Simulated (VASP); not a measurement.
## Berry-phase polarisation of HfO2

How large is the polarisation of HfO2 against a centred reference, and what does the path between them cost?

Calculated with VASP 6.6.1; r2SCAN; plane waves and PAW (Hf_sv_GW, O), in the first sound run; inputs show where later runs differ.

## Step 1: Starting point

The structure is orthorhombic, space group Pca2_1 (No. 29). The conventional cell has a = 5.219 Å, b = 5.005 Å, c = 5.033 Å, α = 90.00°, β = 90.00°, γ = 90.00°. Hf has 7 O at 2.02 to 2.23 Å nearest. Nearest to O lie 3 Hf at 2.02 to 2.13 Å. Nearest to O lie 4 Hf at 2.11 to 2.23 Å. Farther neighbours, and contacts between anions beyond the nearest, are not listed.

Structure file:

```cif
data_structure
_symmetry_space_group_name_H-M 'P 1'
_symmetry_Int_Tables_number 1
_cell_length_a 5.2195
_cell_length_b 5.0048
_cell_length_c 5.0327
_cell_angle_alpha 90.000
_cell_angle_beta 90.000
_cell_angle_gamma 90.000
_cell_volume 131.46
loop_
_atom_site_label
_atom_site_type_symbol
_atom_site_fract_x
_atom_site_fract_y
_atom_site_fract_z
_atom_site_occupancy
Hf1 Hf 0.03301 0.26748 0.24144 1
Hf2 Hf 0.46699 0.26748 0.74144 1
Hf3 Hf 0.53301 0.73252 0.24144 1
Hf4 Hf 0.96699 0.73252 0.74144 1
O5 O 0.36787 0.07135 0.37927 1
O6 O 0.13213 0.07135 0.87927 1
O7 O 0.73395 0.46012 0.49229 1
O8 O 0.76605 0.46012 0.99229 1
O9 O 0.26605 0.53988 0.99229 1
O10 O 0.23395 0.53988 0.49229 1
O11 O 0.86787 0.92865 0.37927 1
O12 O 0.63213 0.92865 0.87927 1
```

## Step 2: Relax the crystal, r2SCAN

The polar end is relaxed first.

Level: r2SCAN; plane waves and PAW (Hf_sv_GW, O).

The input, INCAR:

```
SYSTEM = HfO2
PREC = Accurate
ENCUT = 520
EDIFF = 1E-06
NELM = 120
ISMEAR = 0
SIGMA = 0.02
LREAL = .FALSE.
ALGO = Normal
METAGGA = R2SCAN
LASPH = .TRUE.
NBANDS = 60
LORBIT = 11
LWAVE = .FALSE.
LCHARG = .FALSE.
KPAR = 8
IBRION = 2
NSW = 80
ISIF = 3
EDIFFG = -0.005
POTIM = 0.4
```

The input, POSCAR:

```
HfO2
1.0
    5.2194633600      0.0000000000      0.0000000000
    0.0000000000      5.0047636900      0.0000000000
    0.0000000000      0.0000000000      5.0326850500
Hf O
4 8
Direct
    0.0330060000      0.2674791800      0.2414403500
    0.4669940000      0.2674791800      0.7414403500
    0.5330060000      0.7325208200      0.2414403500
    0.9669940000      0.7325208200      0.7414403500
    0.3678725500      0.0713546000      0.3792672600
    0.1321274500      0.0713546000      0.8792672600
    0.7339485200      0.4601169500      0.4922923900
    0.7660514800      0.4601169500      0.9922923900
    0.2660514800      0.5398830500      0.9922923900
    0.2339485200      0.5398830500      0.4922923900
    0.8678725500      0.9286454000      0.3792672600
    0.6321274500      0.9286454000      0.8792672600
```

The input, KPOINTS:

```
Automatic mesh
0
Gamma
5 6 5
0 0 0
```

PAW data sets: Hf_sv_GW and O (PBE family, release 64).

Launch:

```console
$ mpirun -np 8 vasp_std
```

Log:

```text
[banner, memory and clock lines left out]
running    8 mpi-ranks, on    1 nodes
[...]
|                                                                             |
|           W    W    AA    RRRRR   N    N  II  N    N   GGGG   !!!           |
|           W    W   A  A   R    R  NN   N  II  NN   N  G    G  !!!           |
|           W    W  A    A  R    R  N N  N  II  N N  N  G       !!!           |
|           W WW W  AAAAAA  RRRRR   N  N N  II  N  N N  G  GGG   !            |
|           WW  WW  A    A  R   R   N   NN  II  N   NN  G    G                |
|           W    W  A    A  R    R  N    N  II  N    N   GGGG   !!!           |
|                                                                             |
|     For optimal performance we recommend to set                             |
|       NCORE = 2 up to number-of-cores-per-socket                            |
|     NCORE specifies how many cores store one orbital (NPAR=cpu/NCORE).      |
|     This setting can greatly improve the performance of VASP for DFT.       |
[...]
DAV:  15    -0.285526E+03    0.18864E-05   -0.30999E-05  5168   0.244E-02    0.370E-02
DAV:  16    -0.285526E+03    0.20060E-04   -0.82013E-05  4724   0.323E-02    0.127E-02
DAV:  17    -0.285526E+03   -0.38199E-09   -0.38792E-06  4432   0.836E-03
   1 F= -.28552570E+03 E0= -.28552570E+03  d E =-.285526E+03
[... from here on, the cycles between the ionic steps are left out ...]
   2 F= -.28551872E+03 E0= -.28551872E+03  d E =0.697052E-02
   3 F= -.28553721E+03 E0= -.28553721E+03  d E =-.115112E-01
   4 F= -.28553720E+03 E0= -.28553720E+03  d E =-.115059E-01
   5 F= -.28553731E+03 E0= -.28553731E+03  d E =-.112561E-03
   6 F= -.28553731E+03 E0= -.28553731E+03  d E =-.112410E-03
   7 F= -.28553736E+03 E0= -.28553736E+03  d E =-.463621E-04
   8 F= -.28553736E+03 E0= -.28553736E+03  d E =-.471134E-04
   9 F= -.28553738E+03 E0= -.28553738E+03  d E =-.233601E-04
  10 F= -.28553739E+03 E0= -.28553739E+03  d E =-.251794E-04
  11 F= -.28553739E+03 E0= -.28553739E+03  d E =-.234980E-05
  12 F= -.28553739E+03 E0= -.28553739E+03  d E =-.318779E-05
  13 F= -.28553739E+03 E0= -.28553739E+03  d E =-.291639E-05
 trial-energy change:   -0.000003  1 .order   -0.000004   -0.000006   -0.000001
 step:   0.2237(harm=  0.2237)  dis= 0.00016  next Energy=  -285.537393 (dE=-0.373E-05)
 reached required accuracy - stopping structural energy minimisation
```

The job ended after 12 min (8 MPI ranks of AMD EPYC 9R45, shared host; peak memory 3.3 GiB).

Lines that name or quote the potential files are left out of all logs, and their timing lines are given in words.

Parts of OUTCAR (step 2):

```text
  Total       -0.0294591     -0.0556923     -0.0317709      0.0000000      0.0000000      0.0000000
  in kB       -0.3554894     -0.6720519     -0.3833860      0.0000000      0.0000000      0.0000000
  external PRESSURE =      -0.4703091 kB  Pullay stress =       0.0000000 kB

 POSITION                                       TOTAL-FORCE (eV/Angst)
 -----------------------------------------------------------------------------------
      0.17194      1.34396      1.22016         0.000511      0.004589     -0.001730
      2.44500      1.34396      3.74467        -0.000511      0.004589     -0.001730
      2.78889      3.68027      1.22016         0.000511     -0.004589     -0.001730
      5.06195      3.68027      3.74467        -0.000511     -0.004589     -0.001730
      1.92536      0.35943      1.91665        -0.002826     -0.000748      0.002545
      0.69158      0.35943      4.44117         0.002826     -0.000748      0.002545
      3.84254      2.31170      2.48277        -0.001230      0.001738     -0.000815
      4.00831      2.31170      5.00729         0.001230      0.001738     -0.000815
      1.39136      2.71253      5.00729         0.001230     -0.001738     -0.000815
      1.22559      2.71253      2.48277        -0.001230     -0.001738     -0.000815
      4.54231      4.66480      1.91665        -0.002826      0.000748      0.002545
      3.30853      4.66480      4.44117         0.002826      0.000748      0.002545
 -----------------------------------------------------------------------------------
    total drift:                                0.000000     -0.000000      0.002002

  FREE ENERGIE OF THE ION-ELECTRON SYSTEM (eV)
  ---------------------------------------------------
  free  energy   TOTEN  =      -285.5373918428 eV

  energy  without entropy=     -285.5373918428  energy(sigma->0) =     -285.53739184

 reached required accuracy - stopping structural energy minimisation

[... 3 further parts left out ...]
[key lines of the parts left out:]
E-fermi :   5.9542
```

Numbers from this step:

| Item | Value |
| --- | --- |
| energy at zero smearing | -285.5374 eV |
| stress, compression positive | xx, yy, zz -0.04, -0.07, -0.04 GPa |
| volume | 132.771 Å³ |
| ionic steps | 13 |

## Step 3: Berry phase, r2SCAN

The centred structure lies half way between the polar one and its mirror or inverted image (space group 57 within 0.02 Å; largest move 0.45 Å). One point of the path in full, at 0.3 of the distortion.

Level: r2SCAN; plane waves and PAW (Hf_sv_GW, O).

The input, INCAR:

```
SYSTEM = HfO2
PREC = Accurate
ENCUT = 520
EDIFF = 1E-07
NELM = 100
ISMEAR = 0
SIGMA = 0.02
LREAL = .FALSE.
ALGO = Normal
METAGGA = R2SCAN
LASPH = .TRUE.
NBANDS = 60
LWAVE = .FALSE.
LCHARG = .FALSE.
LCALCPOL = .TRUE.
DIPOL = 0.123 0.137 0.119
ISIF = 2
```

The input, POSCAR:

```
HfO2
1.0
    5.2338955125      0.0000000000      0.0000000000
    0.0000000000      5.0242355825      0.0000000000
    0.0000000000      0.0000000000      5.0490333845
Hf O
4 8
Direct
    0.0328518030      0.2674960900      0.2754983510
    0.4671481970      0.2674960900      0.7754983510
    0.5328518030      0.7325039100      0.2754983510
    0.9671481970      0.7325039100      0.7754983510
    0.3678643950      0.0715395080      0.3168821890
    0.1321356050      0.0715395080      0.8168821890
    0.7452491460      0.4601100620      0.5255194610
    0.7547508540      0.4601100620      0.0255194610
    0.2547508540      0.5398899380      0.0255194610
    0.2452491460      0.5398899380      0.5255194610
    0.8678643950      0.9284604920      0.3168821890
    0.6321356050      0.9284604920      0.8168821890
```

The input, KPOINTS:

```
Automatic mesh
0
Gamma
6 6 8
0 0 0
```

Launch:

```console
$ mpirun -np 2 vasp_std
```

Log:

```text
[banner, memory and clock lines left out]
running    2 mpi-ranks, on    1 nodes
[...]
[... a notice as in an earlier step ...]

 LDA part: xc-table for (None), standard interpolation
 POSCAR, INCAR and KPOINTS ok, starting setup
[...]
entering main loop
       N       E                     dE             d eps       ncg     rms          rms(c)
DAV:   1     0.694676E+03    0.69468E+03   -0.59630E+04  9616   0.164E+03
DAV:   2    -0.275284E+03   -0.96996E+03   -0.94353E+03 12612   0.422E+02
DAV:   3    -0.338009E+03   -0.62724E+02   -0.62453E+02 11448   0.113E+02
DAV:   4    -0.338837E+03   -0.82833E+00   -0.82602E+00 11552   0.134E+01
[...]
DAV:  19    -0.284447E+03   -0.10445E-05   -0.24927E-07  8144   0.217E-03    0.301E-03
DAV:  20    -0.284447E+03   -0.17579E-06   -0.23015E-08  5868   0.853E-04    0.329E-03
DAV:  21    -0.284447E+03    0.38970E-07   -0.26022E-08  5708   0.733E-04
 p_tot=(  0.100E+01 -0.579E+01 -0.876E+01 )
   1 F= -.28444712E+03 E0= -.28444712E+03  d E =-.334123E-13
```

It took 17 min on 2 MPI ranks; peak memory 0.85 GiB.

From OUTCAR (step 3):

```text
  Total        5.1381176      5.4443977     -0.1251322      0.0000000      0.0000000      0.0000000
  in kB       62.0028050     65.6987544     -1.5099982      0.0000000      0.0000000      0.0000000
  external PRESSURE =      42.0638537 kB  Pullay stress =       0.0000000 kB

 POSITION                                       TOTAL-FORCE (eV/Angst)
 -----------------------------------------------------------------------------------
      0.17194      1.34396      1.39100        -0.136485      2.008365     -0.496266
      2.44500      1.34396      3.91552         0.136485      2.008365     -0.496266
      2.78889      3.68027      1.39100        -0.136485     -2.008365     -0.496266
      5.06195      3.68027      3.91552         0.136485     -2.008365     -0.496266
      1.92536      0.35943      1.59995         0.032904      1.435147      0.561990
      0.69158      0.35943      4.12447        -0.032904      1.435147      0.561990
      3.90056      2.31170      2.65337        -0.017535     -0.229453     -0.065725
      3.95029      2.31170      0.12885         0.017535     -0.229453     -0.065725
      1.33334      2.71253      0.12885         0.017535      0.229453     -0.065725
      1.28361      2.71253      2.65337        -0.017535      0.229453     -0.065725
      4.54231      4.66480      1.59995         0.032904     -1.435147      0.561990
      3.30853      4.66480      4.12447        -0.032904     -1.435147      0.561990
 -----------------------------------------------------------------------------------
    total drift:                               -0.000000      0.000000      0.001671

  FREE ENERGIE OF THE ION-ELECTRON SYSTEM (eV)
  ---------------------------------------------------
  free  energy   TOTEN  =      -284.4471163876 eV

  energy  without entropy=     -284.4471163876  energy(sigma->0) =     -284.44711639

[... 3 further parts left out ...]
[key lines of the parts left out:]
E-fermi :   5.6535
```

Numbers from this step:

| Quantity | Value |
| --- | --- |
| energy at zero smearing | -284.4471 eV |
| stress, compression positive | xx, yy, zz 6.20, 6.57, -0.15 GPa |

The run ends at a pressure of 4.21 GPa, with forces up to 2.1 eV/Å.

## Step 4: The table

The other members went through these steps as far as the tables show, at the cell of the polar end; 10 runs are not shown. The session took 7.8 core hours on a shared machine.

The Berry phase fixes the polarisation only up to a quantum, here 61 µC/cm², so branches are joined from point to point.

```tsv
fraction of the polar distortion	polarisation, branches joined (µC/cm²)	energy above the polar end (meV/f.u.)	gap on the mesh (eV)
0	0.00	336.74	4.69
0.10	6.29	329.31	4.74
0.20	12.59	307.64	4.84
0.30	18.91	273.68	5.00
0.40	25.30	230.14	5.21
0.50	31.81	180.75	5.17
0.60	38.50	?	5.09
0.70	45.47	81.05	5.02
0.80	52.78	39.94	4.98
0.90	60.50	11.12	4.96
1	68.71	0.00	4.91
```

## Step 5: A double well from the known rows

Fitting a parabola to the 10 known rows (u: square of the distortion) gives E = 364.2 u² − 696.9 u + 334.7 in meV/f.u.; the residuals are 1.8 meV/f.u. r.m.s.

For the withheld row, u = 0.36, the fit gives 131.0 meV/f.u.

## Step 6: The withheld row

The calculation gives 129.6 meV/f.u., so the prediction is 1.4 meV/f.u. too high, within twice the residual of the fit.

## Step 7: Results

```
polarisation at the last point  : 68.7 µC/cm²
energy of the centred structure : 337 meV/f.u.
highest point of the path       : 337 meV/f.u.
error of the predicted energy   : 1.4 meV/f.u.
```

**Reading.** The largest step between points is 8.2 µC/cm², well under half the quantum, so the joining is safe. The polarisation departs from a straight line by up to 2.7 µC/cm². The smallest gap along the path is 4.69 eV. The value belongs to this centred reference; where a crystal has several, another path can give another value. A straight path at a fixed cell bounds the barrier of uniform switching from above; real films switch at domain walls.

[Long decimals in the printed logs are rounded to 6 places.]

[Lines on the potential files, build, host, timing and source positions are cut from VASP's logs without a mark.]

[Logs are printed without paths, hosts, clocks, repeated set-up lines and the standing remarks that a program may print on its own settings, such as how far it seeks lower states.]

[Hosts, paths, dates, database ids (printed as entryN), source tags and the programs' standing remarks are cut or masked in the printed files.]
